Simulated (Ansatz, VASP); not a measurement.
# La18Ge17O61 (amorphous 65GeO2-35La2O3 (mol %)) in two plane-wave programs

One calculation is typed for both programs; each brings its own data sets. How far apart do they land? Of the first pair: The structure shown is the start of the Ansatz relaxation below; VASP solves that cell, so the two are compared at the walk's first step.

Main program and level: Ansatz 0.2.0; plane waves, with VASP 6.6.1 beside it; single point at PBE.

**1. The starting structure**

The cell holds 96 atoms: 17 Ge, 18 La and 61 O. Its edges and angles: a = 11.671 Å, b = 11.671 Å, c = 11.671 Å, α = 90.0°, β = 90.0°, γ = 90.0°. As first built, before any earlier steps moved the atoms (in the runner's words): 96 atoms (17 Ge, 18 Nd, 61 O) placed at random at 5.25 g/cm^3, melted at 5000 K for 10 ps at fixed volume with the Morse and Coulomb pair potential with partial charges (Pedone, Malavasi, Menziani, Cormack and Segre, J. Phys. Chem. B 110, 11780 (2006)). Quenched from 5000 K to 300 K at 20 K/ps and fixed volume, held 10 ps at zero pressure, then minimised at fixed cell. Then Nd was replaced by La and the cell scaled by 1.016 (the potential has no terms for the new elements, so the cell is a start for a DFT relaxation).

**2. Ansatz: relaxation, PBE**

Ansatz runs on its default PAW (the set named soft_2) files.

The two programs are compared at the cell with which this relaxation starts, whose forces are those of its first step.

File input.yaml:

```yaml
crystal:
  lattice:
    - [11.67119, 0.0, 0.0]
    - [0.0, 11.67119, 0.0]
    - [0.0, 0.0, 11.67119]
  atoms:
    - { symbol: Ge, position: [0.63521, 0.03726, 0.88282] }
    - { symbol: Ge, position: [0.70423, 0.05837, 0.60092] }
    - { symbol: Ge, position: [0.86539, 0.55173, 0.85336] }
    - { symbol: Ge, position: [0.86484, 0.2913, 0.45482] }
    - { symbol: Ge, position: [0.87087, 0.0678, 0.24642] }
    - { symbol: Ge, position: [0.36037, 0.08843, 0.99551] }
    - { symbol: Ge, position: [0.15603, 0.38611, 0.03073] }
    - { symbol: Ge, position: [0.96663, 0.48826, 0.61809] }
    - { symbol: Ge, position: [0.42076, 0.41462, 0.40097] }
    - { symbol: Ge, position: [0.29569, 0.03892, 0.27975] }
    - { symbol: Ge, position: [0.58764, 0.62087, 0.13375] }
    - { symbol: Ge, position: [0.52122, 0.67452, 0.5836] }
    - { symbol: Ge, position: [0.91839, 0.80303, 0.33572] }
    - { symbol: Ge, position: [0.38638, 0.2509, 0.75542] }
    - { symbol: Ge, position: [0.43321, 0.36467, 0.1319] }
    - { symbol: Ge, position: [0.14094, 0.77111, 0.5328] }
    - { symbol: Ge, position: [0.2423, 0.64452, 0.01856] }
    - { symbol: La, position: [0.08318, 0.91138, 0.08977] }
    - { symbol: La, position: [0.8873, 0.47743, 0.17237] }
    - { symbol: La, position: [0.65532, 0.24132, 0.24942] }
    - { symbol: La, position: [0.66462, 0.32466, 0.93747] }
    - { symbol: La, position: [0.1202, 0.51838, 0.33802] }
    - { symbol: La, position: [0.35721, 0.73372, 0.31251] }
    - { symbol: La, position: [0.80438, 0.77491, 0.63133] }
    - { symbol: La, position: [0.64808, 0.37738, 0.62188] }
    - { symbol: La, position: [0.40693, 0.96631, 0.57196] }
    - { symbol: La, position: [0.23397, 0.54627, 0.73216] }
    - { symbol: La, position: [0.9694, 0.12423, 0.905] }
    - { symbol: La, position: [0.60708, 0.89296, 0.32981] }
    - { symbol: La, position: [0.20267, 0.26731, 0.53476] }
[... 60 atom lines left out ...]
    - { symbol: O, position: [0.95576, 0.65308, 0.31017] }
    - { symbol: O, position: [0.07166, 0.05481, 0.72815] }
    - { symbol: O, position: [0.62923, 0.05308, 0.73166] }
    - { symbol: O, position: [0.75357, 0.19083, 0.55849] }
    - { symbol: O, position: [0.37488, 0.88079, 0.75634] }
    - { symbol: O, position: [0.46683, 0.33687, 0.27764] }
kpoints:
  mp_grid: { grid: [1, 1, 1] }
hamiltonian:
  xc: pbe
scf:
  occupations: { method: gaussian, width: 0.05 }
output:
  forces: true
relax:
  f_tol: 0.05
  max_steps: 150
  cell: {}
```

Command:

```bash
ansatz run input.yaml --threads 4 --pin off --max-ram 8192MiB --backend cpu --events-out ev --progress --plain --runs-dir out
```

Numbers of over 12 decimals in the logs are rounded to 6 here.

Log:

```text
Engine: ansatz 0.2.0, x86_64-unknown-linux-gnu
Pseudopotentials: kind: paw
Pseudopotential: Ge, paw, valence charge 14, recommended cutoff 420 eV (normal), Ge.paw.azcp
Pseudopotential: La, paw, valence charge 11, recommended cutoff 420 eV (normal), La.paw.azcp
Pseudopotential: O, paw, valence charge 6, recommended cutoff 420 eV (normal), O.paw.azcp
Functional definition: PBE
  parameter kappa = 0.804
  parameter beta = 0.066725
  exchange = pbe_x(kappa = kappa, mu = beta*pi^2/3)
  correlation = pbe_c(beta = beta)
Crystal: 96 atoms, lattice volume = 1589.811 Å³
Basis set: ecut = 420 eV, 31103 PW (Γ), exchange–correlation on 160×160×160 points (8 copies of the dense FFT grid, shifted against one another)
Bands: 497, of which v1, the nominal top of the filled ones, is band 401 counted from 1 (400 counted from 0)
Symmetry: 1 space group operations
Space group: P1 (ITA 1), of the structure as read, at distance tolerance 1.2e-4 Å
k-points: 1
Non-local potential: Ge, projectors of the file, l = 0: 2, l = 1: 2, l = 2: 3, l = 3: 1
Non-local potential: La, projectors of the file, l = 0: 3, l = 1: 2, l = 2: 2, l = 3: 3
Non-local potential: O, projectors of the file, l = 0: 2, l = 1: 2, l = 2: 1
PAW form: soft (Blöchl's): semilocal exchange-correlation on the pseudo side does not see the compensation charge
PAW one-centre angular grid: Ge, 590 points (default); XC on 64 Gauss nodes
PAW one-centre angular grid: La, 590 points (default); XC on 64 Gauss nodes
PAW one-centre angular grid: O, 110 points (default); XC on 64 Gauss nodes
Initial density: superposition of atomic densities (neutral atoms: chi_scale 0, normalization atom), corrected by the library's trained network
Initial wavefunctions: pseudopotential atomic-orbital guess
Functional: x = pbe(κ = 0.804, μ = 0.219515), c = pbe(β = 0.066725)
SCF iter   1: F=—  HF=-220211.369642 eV  |F-HF|=—  |Δ(HF+E_count)|=         —  Δρ=3.03e-3  dr2=1.78e-1  ethr=1.77e-3  ⟨swp⟩=5.0  Hψ=2000  notcnv=0
preconditioner: auto → Resta (q_TF=auto, 2.434 Å⁻¹)  ε∞=3.8  [insulator: Δε(μ)=2.788 eV  Ē_g=15.397 eV  σ=0.050 eV  W_gap=1.00  n_scr=388 (ndim 8)  ℏωp=25.8 eV  f_vac=0.136  D(μ)=0.00/eV (n_scr^D=0)  ε∞_Penn≈3.8]
SCF iter   2: F=—  HF=-220211.357694 eV  |F-HF|=—  |Δ(HF+E_count)|=   1.19e-2  Δρ=1.56e-3  dr2=3.33e-2  ethr=2.22e-5  ⟨swp⟩=2.0  Hψ=976  notcnv=0  defer=89
SCF iter   3: F=—  HF=-220211.360788 eV  |F-HF|=—  |Δ(HF+E_count)|=   3.09e-3  Δρ=7.19e-4  dr2=9.84e-3  ethr=4.15e-6  ⟨swp⟩=2.0  Hψ=806  notcnv=0  defer=89
SCF iter   4: F=—  HF=-220211.363005 eV  |F-HF|=—  |Δ(HF+E_count)|=   2.22e-3  Δρ=2.78e-4  dr2=1.42e-3  ethr=1.23e-6  ⟨swp⟩=2.0  Hψ=654  notcnv=0  defer=89
SCF iter   5: F=—  HF=-220211.363171 eV  |F-HF|=—  |Δ(HF+E_count)|=   1.66e-4  Δρ=1.61e-4  dr2=4.62e-4  ethr=1.77e-7  ⟨swp⟩=2.0  Hψ=655  notcnv=0  defer=89
SCF iter   6: F=—  HF=-220211.363258 eV  |F-HF|=—  |Δ(HF+E_count)|=   8.73e-5  Δρ=5.30e-5  dr2=5.93e-5  ethr=5.76e-8  ⟨swp⟩=2.0  Hψ=654  notcnv=0  defer=89
SCF iter   7: F=—  HF=-220211.363055 eV  |F-HF|=—  |Δ(HF+E_count)|=   2.03e-4  Δρ=3.07e-5  dr2=1.68e-5  ethr=7.39e-9  ⟨swp⟩=2.0  Hψ=894  notcnv=0  defer=89
SCF iter   8: F=—  HF=-220211.363064 eV  |F-HF|=—  |Δ(HF+E_count)|=   9.17e-6  Δρ=1.08e-5  dr2=2.32e-6  ethr=2.09e-9  ⟨swp⟩=2.0  Hψ=706  notcnv=0  defer=89
SCF iter   9: F=—  HF=-220211.363066 eV  |F-HF|=—  |Δ(HF+E_count)|=   2.26e-6  Δρ=6.32e-6  dr2=6.91e-7  ethr=2.89e-10  ⟨swp⟩=2.0  Hψ=806  notcnv=0  defer=89
SCF iter  10: F=—  HF=-220211.363067 eV  |F-HF|=—  |Δ(HF+E_count)|=   3.64e-7  Δρ=2.73e-6  dr2=1.30e-7  ethr=8.61e-11  ⟨swp⟩=2.0  Hψ=791  notcnv=0  defer=89
SCF iter  11: F=-220211.363067 eV  HF=-220211.363067 eV  |F-HF|=3.00e-9  |Δ(HF+E_count)|=   1.11e-7  Δρ=1.31e-6  dr2=2.84e-8  ethr=1.25e-11  ⟨swp⟩=4.0  Hψ=1411  notcnv=0
SCF 1 converged in 11 iterations: F = -220211.363067 eV  dr2 = 2.84e-8
  greatest PAW one-centre occupation: 0.999 electrons in one spin orbital (limit 2), on the Ge atom at site 3 (counted from 0), in its partial waves of l = 2
relax step   1: F+E_penalty+E_count = -220211.36306683 eV  Δ(F+E_penalty+E_count) = +0.000e0 eV  max|allowed force component| = 2.182e0 eV/Å  Δτ_max = 0.0000 Å  P = +1.593 GPa  Ω = 1589.811 Å³  (11 SCF iters, dr2 threshold 1.00e-7 eV, accepted)
Crystal: 96 atoms, lattice volume = 1556.791 Å³
Basis set: ecut = 420 eV, 30497 PW (Γ), exchange–correlation on 160×160×160 points (8 copies of the dense FFT grid, shifted against one another)
Initial density: handed on by an earlier stage of this run
Initial wavefunctions: those handed on with the density
iter 1 solved again at ethr=2.41e-4 eV; its pass at ethr=3.10e-3 eV (dr2=1.93e0 eV) is discarded
SCF iter   1: F=—  HF=-220214.719039 eV  |F-HF|=—  |Δ(HF+E_count)|=         —  Δρ=1.23e-2  dr2=1.94e0  ethr=2.41e-4  ⟨swp⟩=4.0  Hψ=2833  notcnv=0  defer=7
[...]
atom  93  O      0.00416124    -0.00201098    -0.00185947
  atom  94  O     -0.00323091     0.00637084    -0.00477296
  atom  95  O     -0.01941627    -0.00244810     0.00659063
  atom  96  O     -0.00121151     0.01297315     0.00241372
  max |Σ_I F_I| component: 5.57e-6 eV/Å
--- Stress (GPa, compression-positive) ---
       -0.003438       0.005784       0.006105
        0.005784       0.029900      -0.001670
        0.006105      -0.001670      -0.027451
  P = ⅓ Tr σ = -0.0003 GPa (-0.003 kbar)
--- Relaxed structure (29 steps of the walk, 26 accepted, 3 SCFs on fresh bases) ---
  F+E_penalty+E_count = -220217.80977028 eV   max|allowed force component| = 3.446e-2 eV/Å   (the final SCF, on the basis selected at the relaxed cell)
  cell:  # Å, volume = 1583.2254 Å³
    - [11.209163, 0.338263, -0.032457]
    - [0.338263, 12.210642, -0.110221]
    - [-0.032457, -0.110221, 11.578025]
  atoms:
    - { symbol: Ge, position: [0.629501, -0.00510753, 0.881446] }
    - { symbol: Ge, position: [0.685237, 0.071244, 0.636402] }
    - { symbol: Ge, position: [0.856968, 0.534063, 0.838014] }
    - { symbol: Ge, position: [0.896689, 0.318776, 0.425022] }
    - { symbol: Ge, position: [0.897820, 0.095205, 0.263882] }
    - { symbol: Ge, position: [0.360864, 0.060094, 1.000429] }
    - { symbol: Ge, position: [0.172910, 0.407523, 0.033652] }
    - { symbol: Ge, position: [0.965864, 0.497819, 0.603093] }
    - { symbol: Ge, position: [0.390718, 0.419861, 0.374267] }
    - { symbol: Ge, position: [0.350306, 0.026844, 0.280384] }
    - { symbol: Ge, position: [0.610973, 0.596302, 0.129728] }
    - { symbol: Ge, position: [0.507103, 0.667750, 0.584022] }
    - { symbol: Ge, position: [0.912811, 0.786838, 0.364093] }
    - { symbol: Ge, position: [0.368956, 0.239363, 0.768636] }
    - { symbol: Ge, position: [0.447721, 0.399656, 0.105813] }
    - { symbol: Ge, position: [0.138001, 0.794709, 0.536016] }
    - { symbol: Ge, position: [0.206680, 0.659831, 0.00592488] }
    - { symbol: La, position: [0.096895, 0.886749, 0.134679] }
    - { symbol: La, position: [0.919923, 0.408217, 0.125757] }
    - { symbol: La, position: [0.679494, 0.267480, 0.210478] }
    - { symbol: La, position: [0.680925, 0.285542, 0.883091] }
    - { symbol: La, position: [0.128846, 0.544857, 0.345189] }
    - { symbol: La, position: [0.380967, 0.744752, 0.302049] }
    - { symbol: La, position: [0.798865, 0.779723, 0.645248] }
    - { symbol: La, position: [0.632340, 0.374158, 0.595189] }
    - { symbol: La, position: [0.406660, 0.968091, 0.586680] }
    - { symbol: La, position: [0.233368, 0.543396, 0.729939] }
    - { symbol: La, position: [0.951993, 0.102523, 0.953391] }
    - { symbol: La, position: [0.679587, 0.950530, 0.342050] }
    - { symbol: La, position: [0.230602, 0.261820, 0.516780] }
    - { symbol: La, position: [-0.00898816, 0.052584, 0.582241] }
    - { symbol: La, position: [0.174443, 0.883317, 0.810091] }
    - { symbol: La, position: [0.496050, 0.755871, 0.853363] }
    - { symbol: La, position: [0.846265, 0.762224, 0.990580] }
    - { symbol: La, position: [0.757692, 0.571673, 0.378722] }
    - { symbol: O, position: [0.421215, 0.607930, 0.692082] }
    - { symbol: O, position: [0.896217, 0.243623, 0.278189] }
    - { symbol: O, position: [-0.018388, 0.835733, 0.497994] }
    - { symbol: O, position: [0.111509, 0.485177, 0.152255] }
    - { symbol: O, position: [0.181270, 0.928033, 0.580877] }
    - { symbol: O, position: [0.433656, 0.770213, 0.498937] }
    - { symbol: O, position: [0.184547, 0.729501, 0.407930] }
    - { symbol: O, position: [1.008799, 0.069297, 0.159983] }
    - { symbol: O, position: [0.603242, 0.039062, 0.510176] }
    - { symbol: O, position: [0.811119, 0.976208, 0.643509] }
    - { symbol: O, position: [0.066421, 0.316919, 0.993731] }
    - { symbol: O, position: [0.312340, 0.345068, 0.072065] }
    - { symbol: O, position: [0.940303, 0.439322, 0.350020] }
    - { symbol: O, position: [0.444089, 0.358967, 0.501906] }
    - { symbol: O, position: [0.510551, 0.296449, 0.761917] }
    - { symbol: O, position: [0.742294, 0.448712, 0.793734] }
    - { symbol: O, position: [0.246403, 0.367791, 0.357194] }
    - { symbol: O, position: [0.498985, -0.023290, 0.969575] }
    - { symbol: O, position: [0.263673, 0.347696, 0.729222] }
    - { symbol: O, position: [0.744464, 0.081441, 0.212724] }
    - { symbol: O, position: [0.834799, 0.676786, 0.807260] }
    - { symbol: O, position: [0.728709, 0.334083, 0.408847] }
    - { symbol: O, position: [0.209004, 0.520280, 0.941722] }
    - { symbol: O, position: [0.356443, 0.560386, 0.363278] }
[...]
- { symbol: O, position: [0.243996, 0.698577, 0.147729] }
    - { symbol: O, position: [0.251279, 0.920930, 0.258910] }
    - { symbol: O, position: [0.942041, 0.652850, 0.310997] }
    - { symbol: O, position: [0.041770, 0.043117, 0.775566] }
    - { symbol: O, position: [0.573740, 0.031174, 0.739007] }
    - { symbol: O, position: [0.732694, 0.203423, 0.662118] }
    - { symbol: O, position: [0.371469, 0.884127, 0.758163] }
    - { symbol: O, position: [0.484763, 0.370549, 0.255673] }
```

**3. VASP: single point, PBE, start cell, pair 1**

The same cell, functional, mesh and smearing now go to VASP, with its own data sets.

Lines of VASP's logs that name or quote its potential files are left out, and so is its time.

File INCAR:

```
SYSTEM = La18Ge17O61
PREC = Accurate
ENCUT = 520
EDIFF = 1E-06
NELM = 200
ISMEAR = 0
SIGMA = 0.05
LREAL = Auto
ALGO = Normal
GGA = PE
NBANDS = 472
LASPH = .TRUE.
LORBIT = 11
LWAVE = .FALSE.
LCHARG = .FALSE.
ISIF = 2
GGA_COMPAT = .FALSE.
EFERMI = MIDGAP
LMAXMIX = 6
NCORE = 2
```

File POSCAR:

```
La18Ge17O61
1.0
   11.6711900000      0.0000000000      0.0000000000
    0.0000000000     11.6711900000      0.0000000000
    0.0000000000      0.0000000000     11.6711900000
Ge La O
17 18 61
Direct
    0.6352137186      0.0372626956      0.8828234310
    0.7042298172      0.0583659421      0.6009241560
    0.8653873341      0.5517260879      0.8533577125
    0.8648389753      0.2912984880      0.4548208023
    0.8708709223      0.0677994275      0.2464187456
    0.3603659952      0.0884314282      0.9955111690
    0.1560337892      0.3861131556      0.0307337984
    0.9666280816      0.4882621224      0.6180860735
    0.4207625786      0.4146192462      0.4009702524
    0.2956939267      0.0389163402      0.2797486803
    0.5876435908      0.6208707081      0.1337481439
    0.5212236284      0.6745241916      0.5835994444
    0.9183896415      0.8030286543      0.3357241207
    0.3863787669      0.2508998654      0.7554156860
    0.4332120375      0.3646671848      0.1318974329
    0.1409367854      0.7711124573      0.5327991404
    0.2422974864      0.6445186823      0.0185585189
    0.0831791788      0.9113809303      0.0897680528
    0.8872959827      0.4774320356      0.1723731685
    0.6553230647      0.2413207222      0.2494175830
    0.6646194604      0.3246626951      0.9374708149
    0.1202019674      0.5183790170      0.3380203732
    0.3572129320      0.7337212401      0.3125131199
    0.8043824152      0.7749081285      0.6313323663
    0.6480830147      0.3773822549      0.6218817447
    0.4069336546      0.9663110617      0.5719639557
    0.2339692868      0.5462682040      0.7321618447
    0.9694041482      0.1242289775      0.9049976909
    0.6070760565      0.8929595011      0.3298121271
    0.2026699934      0.2673077895      0.5347612369
[... 60 atom lines left out ...]
    0.9557637225      0.6530782208      0.3101740268
    0.0716636436      0.0548101779      0.7281519708
    0.6292331802      0.0530794204      0.7316563264
    0.7535735431      0.1908288701      0.5584863240
    0.3748803678      0.8807927898      0.7563410415
    0.4668332878      0.3368722470      0.2776409261
```

File KPOINTS:

```
Automatic mesh
0
Gamma
1 1 1
0 0 0
```

PAW data sets: Ge_d, La and O (PBE family, release 64).

Command:

```bash
mpirun -np 8 vasp_gam
```

Log:

```text
[banner, memory and clock lines left out]
running    8 mpi-ranks, on    1 nodes
[...]
LDA part: xc-table for (Slater+PW92), standard interpolation
 POSCAR, INCAR and KPOINTS ok, starting setup
[...]
entering main loop
       N       E                     dE             d eps       ncg     rms          rms(c)
DAV:   1     0.230017872660E+05    0.23002E+05   -0.25391E+05  1016   0.386E+03
DAV:   2     0.819626283860E+04   -0.14806E+05   -0.13711E+05   960   0.116E+03
DAV:   3     0.249053290101E+04   -0.57057E+04   -0.52416E+04  1000   0.422E+02
DAV:   4     0.158703601706E+03   -0.23318E+04   -0.21589E+04  1192   0.260E+02
[...]
DAV:  21    -0.701892269516E+03   -0.26762E-05   -0.51498E-05  1520   0.308E-02    0.514E-03
DAV:  22    -0.701892272911E+03   -0.33959E-05   -0.36900E-05  1624   0.122E-02    0.396E-03
DAV:  23    -0.701892273438E+03   -0.52704E-06   -0.64825E-06   920   0.968E-03
   1 F= -.70189227E+03 E0= -.70189227E+03  d E =0.000000E+00
```

From OUTCAR (step 3):

```text
  Total        3.6136077     26.5851188      8.2279746     -4.0617546      4.4788073      4.0559188
  in kB        3.6417167     26.7919158      8.2919774     -4.0933497      4.5136465      4.0874685
  external PRESSURE =      12.9085367 kB  Pullay stress =       0.0000000 kB

  FREE ENERGIE OF THE ION-ELECTRON SYSTEM (eV)
  ---------------------------------------------------
  free  energy   TOTEN  =      -701.8922734385 eV

  energy  without entropy=     -701.8922734385  energy(sigma->0) =     -701.89227344

[... 3 further parts left out ...]
[key lines of the parts left out:]
E-fermi :   4.6597
```

The run ends at a pressure of 1.29 GPa, with forces up to 2.3 eV/Å.

**4. Differences**

Known differences besides the potentials themselves: the cutoff is 420 eV in Ansatz and 520 eV in VASP (PREC = Accurate, projectors in real space). Total energies have different zeros and are not compared.

Forces on 10 of the 96 atoms, those with the largest forces and the largest differences (eV/Å; atoms numbered as in POSCAR):

```csv
atom,"Ansatz x, y, z","VASP x, y, z"
Ge15,"-0.187, 1.101, -0.065","-0.229, 1.096, -0.093"
La18,"0.767, -0.376, 2.182","0.768, -0.381, 2.173"
O47,"-0.136, -0.607, 0.210","-0.097, -0.592, 0.217"
O52,"-2.134, -0.669, 0.550","-2.114, -0.663, 0.554"
O66,"1.718, -0.479, 0.640","1.693, -0.468, 0.624"
O67,"-1.322, 1.150, -0.854","-1.307, 1.147, -0.843"
O72,"1.906, -0.582, -0.340","1.871, -0.585, -0.330"
O77,"0.088, -0.177, -0.861","0.090, -0.169, -0.905"
O79,"1.741, -1.025, 0.914","1.734, -1.023, 0.901"
O86,"-1.435, -1.294, 0.075","-1.422, -1.263, 0.095"
```

The forces differ by 13 meV/Å r.m.s., which is 1.8 % of the r.m.s. force of 0.700 eV/Å (both taken over all components).

(Continued in part 2 of 2.)

[Lines on the potential files, build, host, timing and source positions are cut from VASP's logs without a mark.]

[Logs are printed without paths, hosts, clocks, repeated set-up lines and the standing remarks that a program may print on its own settings, such as how far it seeks lower states.]

[Hosts, paths, dates, database ids (printed as entryN), source tags and the programs' standing remarks are cut or masked in the printed files.]
